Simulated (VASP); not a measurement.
These are LDA (Ceperley-Alder, Perdew-Zunger), VASP's LDA PAW potentials (set 64) (plane waves; VASP) values and carry that method's errors.

Input for VASP

### INCAR
```
ALGO = Normal
EDIFF = 1E-6
ENCUT = 300
ISIF = 2
ISMEAR = -1
ISPIN = 2
LASPH = .TRUE.
LCHARG = .FALSE.
LMAXMIX = 4
LORBIT = 11
LREAL = .FALSE.
LWAVE = .FALSE.
MAGMOM = 5.0 -5.0 2*0.0
NELM = 100
PREC = Accurate
SIGMA = 0.02
SYSTEM = MnS
```

File KPOINTS:
```
Automatic
0
gamma
 6 6 6
0 0 0
```

**POSCAR**
```
MnS
1
    5.0915880000     2.5457940000     2.5457940000
    2.5457940000     5.0915880000     2.5457940000
    2.5457940000     2.5457940000     5.0915880000
Mn S
2 2
Direct
  0.0000000000   0.0000000000   0.0000000000
  0.5000000000   0.5000000000   0.5000000000
  0.2500000000   0.2500000000   0.2500000000
  0.7500000000   0.7500000000   0.7500000000
```

POTCAR, in this order: Mn_pv S (LDA.64 set). Program: vasp_std.

The run wrote:

**OUTCAR**
```
 ion  position               nearest neighbor table
   1  0.000  0.000  0.000-   4 2.55   4 2.55   4 2.55   3 2.55   3 2.55   3 2.55
   2  0.500  0.500  0.500-   3 2.55   3 2.55   3 2.55   4 2.55   4 2.55   4 2.55
   3  0.250  0.250  0.250-   1 2.55   1 2.55   1 2.55   2 2.55   2 2.55   2 2.55
   4  0.750  0.750  0.750-   2 2.55   2 2.55   2 2.55   1 2.55   1 2.55   1 2.55
  LATTYP: Found a trigonal (rhomboedric) cell.
 ALAT       =     6.2358962902
 COS(alpha) =     0.8333333333
 Subroutine PRICEL returns following result:
  LATTYP: Found a face centered cubic cell.
 ALAT       =     5.0915880000
 Subroutine GETGRP returns: Found 12 space group operations
The static configuration has the point symmetry D_3d.
The dynamic configuration has the point symmetry D_3d.
The overall configuration has the point symmetry D_3d.
 Subroutine INISYM returns: Found 12 space group operations
 Subroutine IBZKPT returns following result:
 Found     32 irreducible k-points:

 Following reciprocal coordinates:
            Coordinates               Weight
  0.000000  0.000000  0.000000      1.000000
  0.166667  0.000000  0.000000      6.000000
  0.333333 -0.000000 -0.000000      6.000000
  0.500000 -0.000000 -0.000000      3.000000
  0.166667  0.166667  0.000000      6.000000
  0.333333  0.166667 -0.000000     12.000000
  0.500000  0.166667 -0.000000     12.000000
 -0.333333  0.166667  0.000000     12.000000
 -0.166667  0.166667  0.000000      6.000000
  0.333333  0.333333 -0.000000      6.000000
  0.500000  0.333333 -0.000000     12.000000
 -0.333333  0.333333  0.000000      6.000000
  0.500000  0.500000 -0.000000      3.000000
  0.166667  0.166667  0.166667      2.000000
  0.333333  0.166667  0.166667      6.000000
  0.500000  0.166667  0.166667      6.000000
 -0.333333  0.166667  0.166667      6.000000
 -0.166667  0.166667  0.166667      6.000000
  0.333333  0.333333  0.166667      6.000000
  0.500000  0.333333  0.166667     12.000000
 -0.333333  0.333333  0.166667     12.000000
 -0.166667  0.333333  0.166667     12.000000
  0.500000  0.500000  0.166667      6.000000
 -0.333333  0.500000  0.166667     12.000000
 -0.166667  0.500000  0.166667      6.000000
 -0.333333 -0.333333  0.166667      6.000000
  0.333333  0.333333  0.333333      2.000000
  0.500000  0.333333  0.333333      6.000000
 -0.333333  0.333333  0.333333      6.000000
  0.500000  0.500000  0.333333      6.000000
 -0.333333  0.500000  0.333333      6.000000
  0.500000  0.500000  0.500000      1.000000
   k-points           NKPTS =     32   k-points in BZ     NKDIM =     32   number of bands    NBANDS=     23
   number of dos      NEDOS =    301   number of ions     NIONS =      4
   total plane-waves  NPLWV =  46656
   dimension x,y,z NGX =    36 NGY =   36 NGZ =   36
   dimension x,y,z NGXF=    72 NGYF=   72 NGZF=   72
   ions per type =               2   2
   PREC   = accura    normal or accurate (medium, high low for compatibility)
   ISTART =      0    job   : 0-new  1-cont  2-samecut
   ICHARG =      2    charge: 1-file 2-atom 10-const
   ISPIN  =      2    spin polarized calculation?
   LNONCOLLINEAR =      F non collinear calculations
   LSORBIT =      F    spin-orbit coupling
   INIWAV =      1    electr: 0-lowe 1-rand  2-diag
   ENCUT  =  300.0 eV  22.05 Ry    4.70 a.u.   8.81  8.81  8.81*2*pi/ulx,y,z
   NELM   =    100;   NELMIN=  2; NELMDL= -5     # of ELM steps
   EDIFF  = 0.1E-05   stopping-criterion for ELM
   LREAL  =      F    real-space projection
   NLSPLINE    = F    spline interpolate recip. space projectors
   LMAXMIX     =    4 max onsite mixed and CHGCAR
   VOSKOWN=      0    Vosko Wilk Nusair interpolation
   EDIFFG = 0.1E-04   stopping-criterion for IOM
   NSW    =      0    number of steps for IOM
...
```

OSZICAR:
```
       N       E                     dE             d eps       ncg     rms          rms(c)
DAV:   1     0.280712824578E+03    0.28071E+03   -0.16473E+04  3432   0.124E+03
DAV:   2    -0.720920691855E+01   -0.28792E+03   -0.28404E+03  3049   0.390E+02
DAV:   3    -0.320745612791E+02   -0.24865E+02   -0.24367E+02  4159   0.110E+02
DAV:   4    -0.326364069617E+02   -0.56185E+00   -0.56142E+00  3470   0.162E+01
DAV:   5    -0.326483454234E+02   -0.11938E-01   -0.11936E-01  3757   0.259E+00    0.175E+01
DAV:   6    -0.304104948352E+02    0.22379E+01   -0.23803E+01  3927   0.446E+01    0.139E+01
DAV:   7    -0.304490645754E+02   -0.38570E-01   -0.27781E+00  3598   0.186E+01    0.804E+00
DAV:   8    -0.304575846346E+02   -0.85201E-02   -0.24926E-01  3610   0.355E+00    0.385E+00
DAV:   9    -0.304394795420E+02    0.18105E-01   -0.58341E-02  3978   0.218E+00    0.453E-01
DAV:  10    -0.304419042275E+02   -0.24247E-02   -0.76933E-03  3504   0.739E-01    0.256E-01
DAV:  11    -0.304419009808E+02    0.32467E-05   -0.61802E-04  3579   0.151E-01    0.162E-01
DAV:  12    -0.304419691190E+02   -0.68138E-04   -0.79174E-05  3525   0.753E-02    0.105E-01
DAV:  13    -0.304419827163E+02   -0.13597E-04   -0.34141E-05  3500   0.367E-02    0.170E-02
DAV:  14    -0.304419812428E+02    0.14735E-05   -0.10873E-05  3330   0.177E-02    0.857E-03
DAV:  15    -0.304419816965E+02   -0.45375E-06   -0.58298E-07  1864   0.946E-03
   1 F= -.30441982E+02 E0= -.30441919E+02  d E =-.125791E-03  mag=    -0.0000
```

**OUTCAR**
```
------------------------ aborting loop because EDIFF is reached ----------------------------------------
  FORCE on cell =-STRESS in cart. coord.  units (eV):
  Direction    XX          YY          ZZ          XY          YZ          ZX
  --------------------------------------------------------------------------------------
  Total       -3.2114241     -3.2114241     -3.2114241     -0.0920161     -0.0920161     -0.0920161
  in kB      -77.9611942    -77.9611942    -77.9611942     -2.2338027     -2.2338027     -2.2338027
  external PRESSURE =     -77.9611942 kB  Pullay stress =       0.0000000 kB
  volume of cell :       66.00
      direct lattice vectors                 reciprocal lattice vectors
     5.091588000  2.545794000  2.545794000     0.294603570 -0.098201190 -0.098201190
     2.545794000  5.091588000  2.545794000    -0.098201190  0.294603570 -0.098201190
     2.545794000  2.545794000  5.091588000    -0.098201190 -0.098201190  0.294603570
 POSITION                                       TOTAL-FORCE (eV/Angst)
 -----------------------------------------------------------------------------------
      0.00000      0.00000      0.00000         0.000000      0.000000     -0.000000
      5.09159      5.09159      5.09159        -0.000000      0.000000     -0.000000
      2.54579      2.54579      2.54579        -0.000000      0.000000     -0.000000
      7.63738      7.63738      7.63738         0.000000     -0.000000      0.000000
 -----------------------------------------------------------------------------------
    total drift:                                0.000000     -0.000000      0.000000
  FREE ENERGIE OF THE ION-ELECTRON SYSTEM (eV)
  ---------------------------------------------------
  free  energy   TOTEN  =       -30.4419816965 eV

  energy  without entropy=      -30.4418559054  energy(sigma->0) =      -30.44191880

 total charge

# of ion       s       p       d       tot
------------------------------------------
    1        0.231   6.182   5.000  11.412
    2        0.231   6.182   5.000  11.412
    3        1.326   2.396   0.000   3.722
    4        1.326   2.396   0.000   3.722
--------------------------------------------------
tot          3.113  17.157   9.999  30.269

 magnetization (x)

# of ion       s       p       d       tot
------------------------------------------
    1        0.009   0.009   3.965   3.984
    2       -0.009  -0.009  -3.965  -3.984
    3        0.000   0.000   0.000   0.000
    4        0.000   0.000   0.000   0.000
--------------------------------------------------
tot          0.000   0.000   0.000   0.000
```
(Selected blocks of OUTCAR.)

At this cut-off the stress carries a Pulay error, which pulls relaxed volumes low.

The structure is a typed MnS crystal. The cell was not relaxed at this level. The run is one of a series of settings (GGA removed, POTCAR Mn_pv S (LDA.64 set) against the base run), some of them coarse on purpose.
